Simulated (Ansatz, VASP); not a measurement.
# TiH (TiH (P4_2/mmc)) in two plane-wave programs

One calculation is typed for both programs; each brings its own data sets. How far apart do they land? The cell is taken from a series of runs on this material, whose earlier steps may have relaxed, scaled, displaced or heated it; both programs get it as it stands.

Method: plane waves, with VASP 6.6.1 beside it; relaxation of cell and atoms at r2SCAN, in Ansatz 0.2.0.

## 1. The structure

Symmetry: P4_2/mmc, No. 131, tetragonal system. Conventional cell: a = 2.947 Å, b = 2.947 Å, c = 4.568 Å, α = 90.00°, β = 90.00°, γ = 90.00°. Ti has 4 H at 1.86 Å nearest. Nearest to H lie 4 Ti at 1.86 Å. Farther neighbours are not listed.

## 2. VASP: relaxation of cell and atoms, r2SCAN

The relaxed volume is the usual yardstick between codes: in a stiff, nearly cubic crystal its relative difference is about their pressure difference at one cell divided by the bulk modulus.

Lines of VASP's logs that name or quote its potential files are left out, and so is its time.

File INCAR:

```
SYSTEM = TiH
PREC = Accurate
ENCUT = 550
EDIFF = 1E-07
NELM = 120
ISMEAR = -1
SIGMA = 0.05
LREAL = .FALSE.
ALGO = Normal
METAGGA = R2SCAN
LASPH = .TRUE.
NBANDS = 19
LORBIT = 11
LWAVE = .FALSE.
LCHARG = .FALSE.
ISIF = 3
IBRION = 2
NSW = 80
EDIFFG = -0.005
GGA_COMPAT = .FALSE.
NELMIN = 4
LMIXTAU = .TRUE.
KPAR = 2
```

File POSCAR:

```
TiH
1.0
    2.9474930000      0.0000000000      0.0000000000
    0.0000000000      2.9474930000      0.0000000000
    0.0000000000      0.0000000000      4.5681410000
Ti H
2 2
Direct
    0.4999998304      0.0000000000      0.4999998905
    0.0000000000      0.4999998304      0.0000000000
    0.0000000000      0.0000000000      0.2499999453
    0.0000000000      0.0000000000      0.7499998358
```

File KPOINTS:

```
Automatic mesh
0
Gamma
13 13 9
0 0 0
```

Potentials, in the order of the species: Ti_sv and H (PBE family, release 64).

Run with:

```sh
> mpirun -np 2 vasp_std
```

Numbers of over 12 decimals in the logs are rounded to 6 here.

Log:

```text
[banner, memory and clock lines left out]
running    2 mpi-ranks, on    1 nodes
 distrk:  each k-point on    1 cores,    2 groups
 distr:  one band on    1 cores,    1 groups

 POSCAR found type information on POSCAR TiH
 POSCAR found :  2 types and       4 ions
|                                                                             |
|               ----> ADVICE to this user running VASP <----                  |
|                                                                             |
|     You enforced a specific xc type in the INCAR file but a different       |
|     [... a line on the potential file left out ...]
|     I HOPE YOU KNOW WHAT YOU ARE DOING!                                     |
|                                                                             |

 LDA part: xc-table for (None), standard interpolation
 POSCAR, INCAR and KPOINTS ok, starting setup
 FFT: planning ... GRIDC
 FFT: planning ... GRID_SOFT
 FFT: planning ... GRID
 WAVECAR not read
 entering main loop
       N       E                     dE             d eps       ncg     rms          rms(c)
DAV:   1     0.279471010990E+03    0.27947E+03   -0.14732E+04  5320   0.177E+03
DAV:   2    -0.101887710086E+02   -0.28966E+03   -0.28529E+03  5400   0.495E+02
DAV:   3    -0.431794443665E+02   -0.32991E+02   -0.32666E+02 10103   0.139E+02
DAV:   4    -0.449134032180E+02   -0.17340E+01   -0.17305E+01  6513   0.325E+01
DAV:   5    -0.450106648368E+02   -0.97262E-01   -0.97241E-01  8499   0.548E+00    0.183E+01
DAV:   6    -0.357951170893E+02    0.92155E+01   -0.24683E+01  6566   0.602E+01    0.320E+00
DAV:   7    -0.335104132976E+02    0.22847E+01   -0.25970E+00  8148   0.120E+01    0.226E+00
DAV:   8    -0.345975642760E+02   -0.10872E+01   -0.17339E+00  6215   0.105E+01    0.118E+00
DAV:   9    -0.342519451227E+02    0.34562E+00   -0.68548E-01  5350   0.875E+00    0.462E-01
DAV:  10    -0.343079840755E+02   -0.56039E-01   -0.66921E-01  5344   0.818E+00    0.431E-01
DAV:  11    -0.345046744514E+02   -0.19669E+00   -0.34508E-01  5332   0.666E+00    0.178E-01
DAV:  12    -0.344947372189E+02    0.99372E-02   -0.14454E-02  8008   0.115E+00    0.195E-01
DAV:  13    -0.344966747560E+02   -0.19375E-02   -0.81245E-04  7113   0.270E-01    0.136E-01
DAV:  14    -0.345145922031E+02   -0.17917E-01   -0.10916E-02  5341   0.103E+00    0.362E-02
DAV:  15    -0.345146501106E+02   -0.57908E-04   -0.53155E-04  7350   0.226E-01    0.316E-02
DAV:  16    -0.345146604578E+02   -0.10347E-04   -0.13054E-05  7159   0.303E-02    0.363E-02
DAV:  17    -0.345146533842E+02    0.70736E-05   -0.68260E-05  7010   0.771E-02    0.160E-02
DAV:  18    -0.345146196532E+02    0.33731E-04   -0.57190E-05  6102   0.744E-02    0.693E-03
DAV:  19    -0.345146201878E+02   -0.53466E-06   -0.37226E-06  6011   0.195E-02    0.520E-03
DAV:  20    -0.345146186833E+02    0.15046E-05   -0.93063E-07  5772   0.110E-02    0.253E-03
DAV:  21    -0.345146187592E+02   -0.75979E-07   -0.27086E-07  4429   0.574E-03
   1 F= -.34514619E+02 E0= -.34507833E+02  d E =-.345146E+02
[...]
2 F= -.34514684E+02 E0= -.34507893E+02  d E =-.652853E-04
[...]
3 F= -.34514691E+02 E0= -.34507894E+02  d E =-.722943E-04
[...]
4 F= -.34514694E+02 E0= -.34507899E+02  d E =-.754392E-04
 curvature:  -0.81 expect dE=-0.320E-04 dE for cont linesearch -0.906E-08
 trial: gam= 0.40799 g(F)=  0.260E-43 g(S)=  0.394E-04 ort =-0.105E-05 (trialstep = 0.112E+01)
 search vector abs. value=  0.550E-04
 bond charge predicted
       N       E                     dE             d eps       ncg     rms          rms(c)
DAV:   1    -0.345148970521E+02   -0.20294E-03   -0.81273E-03  5616   0.131E+00    0.110E-01
DAV:   2    -0.345147389937E+02    0.15806E-03   -0.80161E-04  5654   0.326E-01    0.506E-02
DAV:   3    -0.345147198878E+02    0.19106E-04   -0.23221E-04  7830   0.134E-01    0.208E-02
DAV:   4    -0.345147134841E+02    0.64036E-05   -0.28391E-05  6757   0.577E-02    0.102E-02
DAV:   5    -0.345147170567E+02   -0.35726E-05   -0.23965E-05  6595   0.588E-02    0.323E-03
DAV:   6    -0.345147169778E+02    0.78986E-07   -0.88597E-06  5406   0.352E-02    0.311E-03
DAV:   7    -0.345147178111E+02   -0.83332E-06   -0.11634E-06  6611   0.118E-02    0.200E-03
DAV:   8    -0.345147179437E+02   -0.13261E-06   -0.50797E-07  4452   0.922E-03    0.466E-04
DAV:   9    -0.345147179440E+02   -0.27740E-09   -0.54525E-08  2744   0.338E-03
   5 F= -.34514718E+02 E0= -.34507929E+02  d E =-.237455E-04
 trial-energy change:   -0.000024  1 .order   -0.000024   -0.000043   -0.000005
 step:   1.2956(harm=  1.2736)  dis= 0.00000  next Energy=   -34.514718 (dE=-0.242E-04)
 reached required accuracy - stopping structural energy minimisation
```

From OUTCAR (step 2):

```text
ion  position               nearest neighbor table
   1  0.500  0.000  0.500-   3 1.86   4 1.86   3 1.86   4 1.86
   2  0.000  0.500  0.000-   3 1.86   4 1.86   3 1.86   4 1.86
   3  0.000  0.000  0.250-   1 1.86   2 1.86   1 1.86   2 1.86
   4  0.000  0.000  0.750-   1 1.86   2 1.86   1 1.86   2 1.86

  LATTYP: Found a simple tetragonal cell.
 ALAT       =     2.9474930000
 C/A-ratio  =     1.5498394737

 Subroutine GETGRP returns: Found 16 space group operations
 (whereof  8 operations were pure point group operations)

The static configuration has the point symmetry D_2h.
 The point group associated with its full space group is D_4h.

 Found    140 irreducible k-points:

   k-points           NKPTS =    140   k-points in BZ     NKDIM =    140   number of bands    NBANDS=     19

   dimension x,y,z NGX =    24 NGY =   24 NGZ =   36
   dimension x,y,z NGXF=    48 NGYF=   48 NGZF=   72

   ENCUT  =  550.0 eV  40.42 Ry    6.36 a.u.   5.64  5.64  8.74*2*pi/ulx,y,z

   NELECT =      26.0000    total number of electrons

 k-points in reciprocal lattice and weights: Automatic mesh
   0.00000000  0.00000000  0.00000000       0.001
   0.07692308  0.00000000  0.00000000       0.003
   0.15384615  0.00000000  0.00000000       0.003
   0.23076923  0.00000000  0.00000000       0.003
   0.30769231  0.00000000  0.00000000       0.003
   0.38461538  0.00000000  0.00000000       0.003
   0.46153846  0.00000000  0.00000000       0.003
   0.07692308  0.07692308  0.00000000       0.003
   0.15384615  0.07692308  0.00000000       0.005
[...]
0.46153846  0.38461538  0.44444444       0.011
   0.46153846  0.46153846  0.44444444       0.005

 average (electrostatic) potential at core
       1 -77.9026       2 -77.9026       3 -32.4318       4 -32.4317

 E-fermi :   7.6337

 k-point     1 :       0.0000    0.0000    0.0000
  band No.  band energies     occupation
    ...
      8     -26.6451      2.00000
      9      -2.1064      2.00000
     10       3.3120      2.00000
     11       4.8194      2.00000
     12       5.0443      2.00000
     13       7.7033      0.39815
     14       8.3204      0.00000
     15       8.3204      0.00000
     16       9.3949      0.00000
     17      10.2173      0.00000
    ...

 k-point     2 :       0.0769    0.0000    0.0000
  band No.  band energies     occupation
    ...
      8     -26.6449      2.00000
      9      -2.0010      2.00000
     10       3.2230      2.00000
     11       4.9168      2.00000
     12       5.0970      2.00000
     13       7.7610      0.14554
     14       8.2413      0.00001
     15       8.3610      0.00000
     16       9.4200      0.00000
     17      10.1503      0.00000
    ...

 k-point     3 :       0.1538    0.0000    0.0000
  band No.  band energies     occupation
    ...
      8     -26.6445      2.00000
      9      -1.6973      2.00000
     10       2.9898      2.00000
     11       5.1723      2.00000
     12       5.2536      2.00000
     13       7.9025      0.00921
     14       7.9962      0.00142
     15       8.4800      0.00000
     16       9.5128      0.00000
     17       9.9697      0.00000
    ...

  Total       -0.0018887     -0.0018887     -0.0066264      0.0000000      0.0000000      0.0000000
  in kB       -0.0761626     -0.0761626     -0.2672123      0.0000000      0.0000000      0.0000000
  external PRESSURE =      -0.1398458 kB  Pullay stress =       0.0000000 kB

  energy-cutoff  :      550.00
  volume of cell :       39.73
      direct lattice vectors                 reciprocal lattice vectors
     2.951312857  0.000000000  0.000000000     0.338832258 -0.000000000  0.000000000
     0.000000000  2.951312857  0.000000000     0.000000000  0.338832258  0.000000000
     0.000000000  0.000000000  4.561441212     0.000000000  0.000000000  0.219228957

 POSITION                                       TOTAL-FORCE (eV/Angst)
 -----------------------------------------------------------------------------------
      1.47566      0.00000      2.28072        -0.000000      0.000000      0.000000
      0.00000      1.47566      0.00000         0.000000      0.000000      0.000000
      0.00000      0.00000      1.14036        -0.000000      0.000000     -0.000000
      0.00000      0.00000      3.42108        -0.000000      0.000000     -0.000000
 -----------------------------------------------------------------------------------
    total drift:                                0.000895      0.000895      0.000942

  FREE ENERGIE OF THE ION-ELECTRON SYSTEM (eV)
  ---------------------------------------------------
  free  energy   TOTEN  =       -34.5147179440 eV

  energy  without entropy=      -34.5011397888  energy(sigma->0) =      -34.50792887

 reached required accuracy - stopping structural energy minimisation

 total charge
# of ion       s       p       d       tot
------------------------------------------
    1        2.191   6.168   1.846  10.205
    2        2.191   6.168   1.846  10.205
    3        0.615   0.020   0.000   0.635
    4        0.615   0.020   0.000   0.635
--------------------------------------------------
tot          5.611  12.375   3.693  21.678

[... 3 further parts left out ...]
```

CONTCAR:

```
TiH
   1.00000000000000
     2.9513128574789365    0.0000000000000000    0.0000000000000000
     0.0000000000000000    2.9513128574789365    0.0000000000000000
     0.0000000000000000    0.0000000000000000    4.5614412116721779
  Ti              H
     2     2
Direct
     0.4999998304000002    0.0000000000000000    0.4999998904999998
     0.0000000000000000    0.4999998304000002    0.0000000000000000
     0.0000000000000000    0.0000000000000000    0.2499999452999973
     0.0000000000000000    0.0000000000000000    0.7499998357999971
```

## 3. Ansatz: relaxation of cell and atoms, r2SCAN

Ansatz runs on its default PAW (the set named soft_2) files.

The same cell, functional, mesh and smearing now go to Ansatz.

File input.yaml:

```yaml
crystal:
  lattice:
    - [2.9474929, 0.0, 0.0]
    - [0.0, 2.9474929, 0.0]
    - [0.0, 0.0, 4.5681405]
  atoms:
    - { symbol: Ti, position: [0.5, 0.0, 0.5] }
    - { symbol: Ti, position: [0.0, 0.5, 0.0] }
    - { symbol: H, position: [0.0, 0.0, 0.25] }
    - { symbol: H, position: [0.0, 0.0, 0.75] }
basis:
  ecutwfc: 500
  xc_grid: 2
hamiltonian:
  xc: r2scan
kpoints:
  mp_grid: { grid: [13, 13, 9] }
scf:
  occupations: { method: fermi_dirac, width: 0.05 }
  max_iter: 150
output:
  forces: true
  stress: true
relax:
  f_tol: 0.01
  max_steps: 60
  cell: {}
checkpoint:
  write: "../r2scan.run"
  compress: false
  write_wavefunctions: false
  write_every: 100000
```

Run with:

```sh
> ansatz run input.yaml --threads 1 --pin off --max-ram 2355MiB --backend cpu --events-out ev --progress --plain --runs-dir out
```

Log:

```text
Engine: ansatz 0.2.0, x86_64-unknown-linux-gnu
Pseudopotentials: kind: paw
Pseudopotential: Ti, paw, valence charge 12, recommended cutoff 500 eV (meta_gga), Ti.paw.azcp
Pseudopotential: H, paw, valence charge 1, recommended cutoff 500 eV (meta_gga), H.paw.azcp
Functional definition: r2SCAN
  parameter k0 = 0.174
  parameter k1 = 0.065
  parameter a1 = 4.9479
  exchange = r2scan_x(k0 = k0, k1 = k1, a1 = a1)
  correlation = r2scan_c
Crystal: 4 atoms, lattice volume = 39.687 Å³
Basis set: ecut = 500 eV, 1025 PW (Γ), exchange–correlation on 48×48×72 points (8 copies of the dense FFT grid, shifted against one another)
Bands: 17, of which v1, the nominal top of the filled ones, is band 13 counted from 1 (12 counted from 0)
Symmetry: 16 space group operations
Space group: P42/mmc (ITA 131), of the structure as read, at distance tolerance 3.4e-5 Å
k-points: 140 of 1521
Non-local potential: Ti, projectors of the file, l = 0: 3, l = 1: 2, l = 2: 3, l = 3: 1
Non-local potential: H, projectors of the file, l = 0: 2, l = 1: 1
PAW form: soft (Blöchl's): semilocal exchange-correlation on the pseudo side does not see the compensation charge
PAW frozen core: Ti, regenerated for the run's functional (the file was generated under x = pbe(κ = 0.804, μ = 0.219515), c = pbe(β = 0.066725))
PAW one-centre angular grid: Ti, 590 points (default); XC on 160 Gauss nodes
PAW one-centre angular grid: H, 302 points (default); XC on 160 Gauss nodes
Initial density: superposition of atomic densities (neutral atoms: chi_scale 0, normalization atom), corrected by the library's trained network
Initial wavefunctions: pseudopotential atomic-orbital guess
Functional: x = r2scan, c = r2scan; τ floored in thin density (d = 2e-4 eV/Å³)
SCF iter   1: F=—  HF=-5042.339405 eV  |F-HF|=—  |Δ(HF+E_count)|=         —  Δρ=2.10e-2  dr2=1.67e-1  dr2_τ=3.67e-2  ethr=1.77e-3  ⟨swp⟩=4.2  Hψ=9509  notcnv=0
preconditioner: auto → Kerker (q_TF=auto, 2.543 Å⁻¹)  [metal: Δε(μ)=0.003 eV  Ē_g=5.052 eV  σ=0.050 eV  W_gap=0.01  n_scr=14 (ndim 8)  ℏωp=18.6 eV  f_vac=0.000  D(μ)=1.44/eV (n_scr^D=14)]
SCF iter   2: F=—  HF=-5042.351178 eV  |F-HF|=—  |Δ(HF+E_count)|=   1.18e-2  Δρ=7.56e-3  dr2=2.05e-2  dr2_τ=1.39e-3  ethr=6.43e-4  ⟨swp⟩=2.9  Hψ=5629  notcnv=0
SCF iter   3: F=—  HF=-5042.349828 eV  |F-HF|=—  |Δ(HF+E_count)|=   1.35e-3  Δρ=2.74e-3  dr2=2.12e-3  dr2_τ=1.81e-4  ethr=7.89e-5  ⟨swp⟩=2.0  Hψ=3593  notcnv=0
SCF iter   4: F=—  HF=-5042.350922 eV  |F-HF|=—  |Δ(HF+E_count)|=   1.09e-3  Δρ=6.32e-4  dr2=1.34e-4  dr2_τ=5.24e-6  ethr=8.17e-6  ⟨swp⟩=3.1  Hψ=4489  notcnv=0
SCF iter   5: F=—  HF=-5042.350975 eV  |F-HF|=—  |Δ(HF+E_count)|=   5.36e-5  Δρ=1.29e-4  dr2=6.00e-6  dr2_τ=2.87e-7  ethr=5.14e-7  ⟨swp⟩=2.3  Hψ=3311  notcnv=0
SCF iter   6: F=—  HF=-5042.350977 eV  |F-HF|=—  |Δ(HF+E_count)|=   1.48e-6  Δρ=4.72e-5  dr2=4.79e-7  dr2_τ=2.50e-8  ethr=2.31e-8  ⟨swp⟩=2.3  Hψ=3314  notcnv=0
SCF iter   7: F=-5042.350977 eV  HF=-5042.350977 eV  |F-HF|=8.80e-9  |Δ(HF+E_count)|=   2.67e-7  Δρ=1.09e-5  dr2=3.24e-8  dr2_τ=1.15e-9  ethr=3.85e-10  ⟨swp⟩=4.0  Hψ=7331  notcnv=0
SCF 1 converged in 7 iterations: F = -5042.350977 eV  dr2 = 3.24e-8
  greatest PAW one-centre occupation: 1.001 electrons in one spin orbital (limit 2), on the Ti atom at site 1 (counted from 0), in its partial waves of l = 1
relax step   1: F+E_penalty+E_count = -5042.35097719 eV  Δ(F+E_penalty+E_count) = +0.000e0 eV  max|allowed force component| = 4.337e-19 eV/Å  Δτ_max = 0.0000 Å  P = -0.377 GPa  Ω = 39.687 Å³  (7 SCF iters, dr2 threshold 1.00e-7 eV, accepted)
[...]
relax step   2: F+E_penalty+E_count = -5042.35120320 eV  Δ(F+E_penalty+E_count) = -2.260e-4 eV  max|allowed force component| = 1.193e-18 eV/Å  Δτ_max = 0.0000 Å  P = +0.277 GPa  Ω = 39.509 Å³  energy of the carried Pulay correction = +1.143e-4 eV  (4 SCF iters, dr2 threshold 4.00e-7 eV, accepted)
[...]
relax step   3: F+E_penalty+E_count = -5042.35125357 eV  Δ(F+E_penalty+E_count) = -5.038e-5 eV  max|allowed force component| = 2.367e-30 eV/Å  Δτ_max = 0.0000 Å  P = -0.002 GPa  Ω = 39.585 Å³  energy of the carried Pulay correction = +6.544e-5 eV  (4 SCF iters, dr2 threshold 4.00e-7 eV, accepted)
[...]
relax step   4: F+E_penalty+E_count = -5042.35118381 eV  Δ(F+E_penalty+E_count) = +6.976e-5 eV  max|allowed force component| = 1.084e-19 eV/Å  Δτ_max = 0.0000 Å  P = -0.003 GPa  Ω = 39.585 Å³  stress off target by 4.64e-3 GPa  SCF on the basis re-selected at this cell (its energy is not comparable with the rows above)  (5 SCF iters)
basis re-selected at this cell: Δ(F+E_penalty+E_count) = +6.976e-5 eV, ΔP = -0.001 GPa vs the last step (what re-selecting the basis moved, of the pressure what is left beyond the Pulay correction that the steps carried, after the strain that the cell walked since its last selection, with what the two solves' SCF thresholds leave and, on support functions, any second-order correction that the steps lacked; it is no m [...]
SCF converged after 5 iterations
Free energy (F): -5042.351184 eV
Harris-Foulkes:  -5042.351184 eV  (|F-HF|=1.82e-12)
Internal energy: -5042.337642 eV  (E = F + TS)
E sigma→0 (E₀):  -5042.344413 eV
Entropy (-TS):   -0.013542 eV (-3.385 meV/atom)
Fermi energy:    12.161689 eV
--- Per-component energies (eV) ---
  E_band       = -369.395564
  E_kinetic    = 574.975278
  E_local      = -1713.495399  (includes V_loc(G=0)·N_el)
  E_nonlocal   = 16.367615
  E_hartree    = 693.787495
  E_xc         = -205.889101
  E_vxc        = -293.682226  (∫ρ·V_xc dr)
  E_paw        = -2114.059611  (= ΣΔE_a)
  E_vpaw       = -360.663573  (= ΣTr[D̂ρ^β])
  E_aug_tail   = -0.000737  (compensation charges beyond the density's cutoff)
  E_vtau       = 19.528470  (kinetic-family band-sum trace: ∫τ·v_τ [+ j·A + Jᵃ·Aᵃ] dr)
  E_ewald      = -2293.516267
  E_core_change = -0.506914  (= ΣΔE_core)
  E_smearing   = -0.013542  (= −TS)
  E_closure    = -0.000000  (closes the sum)
  Σ components = -5042.351184   (vs F -5042.351184, Δ=0.00e0)
--- Forces (eV/Å), atoms counted from 1 ---
  atom   1  Ti     0.00000000     0.00000000     0.00000000
  atom   2  Ti    -0.00000000    -0.00000000     0.00000000
  atom   3  H      0.00000000     0.00000000    -0.00000000
  atom   4  H      0.00000000     0.00000000    -0.00000000
  max |Σ_I F_I| component: 4.34e-19 eV/Å
--- Stress (GPa, compression-positive) ---
       -0.002273       0.000000       0.000000
        0.000000      -0.002273       0.000000
        0.000000       0.000000      -0.004642
  P = ⅓ Tr σ = -0.0031 GPa (-0.031 kbar)
--- Relaxed structure (3 steps of the walk, 3 accepted, 1 SCFs on fresh bases) ---
  F+E_penalty+E_count = -5042.35118381 eV   max|allowed force component| = 1.084e-19 eV/Å   (the final SCF, on the basis selected at the relaxed cell)
  cell:  # Å, volume = 39.5849 Å³
    - [2.947680, 0, 0.0]
    - [0, 2.947680, 0.0]
    - [0.0, 0.0, 4.555838]
  atoms:
    - { symbol: Ti, position: [0.5, 0, 0.5] }
    - { symbol: Ti, position: [0, 0.5, 0] }
    - { symbol: H, position: [0, 0, 0.25] }
    - { symbol: H, position: [0, 0, 0.750000] }
```

## 4. Comparison

Known differences besides the potentials themselves: VASP keeps PBE cores, Ansatz makes them for the functional; the cutoff is 500 eV in Ansatz and 550 eV in VASP; Ansatz adds a Pulay correction to the stress that steers its cell, VASP none; in our runs with r2SCAN, forces from VASP's data set Ti_sv part from Ansatz's all-electron ones, so neither program is the reference here. Total energies have different zeros and are not compared.

Both answers:

| quantity | Ansatz | VASP | difference |
| --- | --- | --- | --- |
| volume (Å³) | 39.58 | 39.73 | -0.37 % |
| edge a after relaxation, in the typed setting (Å) | 2.948 | 2.951 | -0.12 % |
| edge c after relaxation, in the typed setting (Å) | 4.556 | 4.561 | -0.12 % |

## 5. Results

```
difference in volume (relaxation of cell and atoms, r2SCAN) : -0.37 %
```

What this shows: The difference in volume is -0.37 % (relaxation of cell and atoms, r2SCAN), within the 1.2 % picked in this series as the mark of a large difference, as far as the stopping tolerances let one tell. Such differences can come from data sets, numerical settings and the points named under the comparisons, not from the functional's error against experiment.

[Lines on the potential files, build, host, timing and source positions are cut from VASP's logs without a mark.]

[Logs are printed without paths, hosts, clocks, repeated set-up lines and the standing remarks that a program may print on its own settings, such as how far it seeks lower states.]

[Hosts, paths, dates, database ids (printed as entryN), source tags and the programs' standing remarks are cut or masked in the printed files.]
